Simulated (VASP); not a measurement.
An input for Quantum ESPRESSO's pw.x (written as the equivalent of a VASP run, and not itself run):

```
&CONTROL
  calculation = 'scf'
  pseudo_dir = './pseudo'
  outdir = './out'
  tprnfor = .true.
  tstress = .true.
/
&SYSTEM
  ibrav = 0
  nat = 1
  ntyp = 1
  ecutwfc = 50
  occupations = 'smearing'
  smearing = 'methfessel-paxton'
  degauss = 0.00735
  input_dft = 'pw91'
/
&ELECTRONS
  conv_thr = 7.3e-09
  electron_maxstep = 100
/
ATOMIC_SPECIES
  Cs 132.905 Cs.upf
CELL_PARAMETERS angstrom
    -3.0670738    3.0670738    3.0670738
     3.0670738   -3.0670738    3.0670738
     3.0670738    3.0670738   -3.0670738
ATOMIC_POSITIONS crystal
  Cs   0.0000000  0.0000000  0.0000000
K_POINTS automatic
  9 9 9 0 0 0
```

Q: Write the VASP files for the same calculation (PW91).

A: One answer among several that fit: 
**KPOINTS**
```
Automatic mesh
0
Gamma
9 9 9
0 0 0
```

**POSCAR**
```
Cs
1
   -3.0670737769     3.0670737769     3.0670737769
    3.0670737769    -3.0670737769     3.0670737769
    3.0670737769     3.0670737769    -3.0670737769
Cs
1
Direct
  0.0000000000   0.0000000000   0.0000000000
```

**INCAR**
```
ALGO = Normal   # blocked Davidson
NELM = 100   # most electronic steps
ENCUT = 520   # plane-wave cut-off (eV)
GGA = 91   # PW91
LCHARG = .False.
SIGMA = 0.1
ISIF = 2   # forces and stress, cell fixed
ISMEAR = 1
SYSTEM = Cs
PREC = Accurate
LMAXMIX = 4   # l cut-off of mixed one-centre charges
LWAVE = .False.
EDIFF = 1E-7   # SCF stop (eV)
LREAL = .False.
LASPH = .True.
```

POTCAR, in this order: Cs_sv (PBE.64 set). Program: vasp_std.

Limits of the translation: the potentials are each code's own (VASP's PAW set, PseudoDojo norm-conserving files in pw.x), so ENCUT and ecutwfc are chosen apart and not converted; conv_thr bounds pw.x's estimated SCF error, while EDIFF bounds the energy change between steps.

The compound is Cs in the bcc structure. It was relaxed first.
